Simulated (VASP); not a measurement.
Consider the following.

```yaml
crystal:
  lattice:
    - [0.01690, 2.25271, 2.25271]
    - [2.26960, 0.00000, 2.26960]
    - [2.25271, 2.25271, 0.01690]
  atoms:
    - { symbol: Ga, position: [0.00000, 0.00000, 0.00000] }
    - { symbol: N, position: [0.25000, 0.25000, 0.25000] }
```

These are r2SCAN meta-GGA, VASP's PBE PAW potentials (set 64) (plane waves; VASP) values and carry that method's errors. Settings: 600 eV cut-off, 10×10×10 Γ-centred mesh, Gaussian smearing of 0.050 eV, potentials Ga_d N.

Question: Predict the energy per atom (σ→0), band gap (on the k-mesh) with the smallest direct gap where there is one.

Answer: 
```
Item                                           Value
-----------------------------------  ---------------
band gap (on the k-mesh)                     2.09 eV
smallest direct gap (on the k-mesh)          2.09 eV
energy per atom (σ→0)                -10.947 eV/atom
```

The compound is GaN in the zinc blende structure, a metastable form; wurtzite is the usual one. This cell was strained or had an atom moved on purpose.
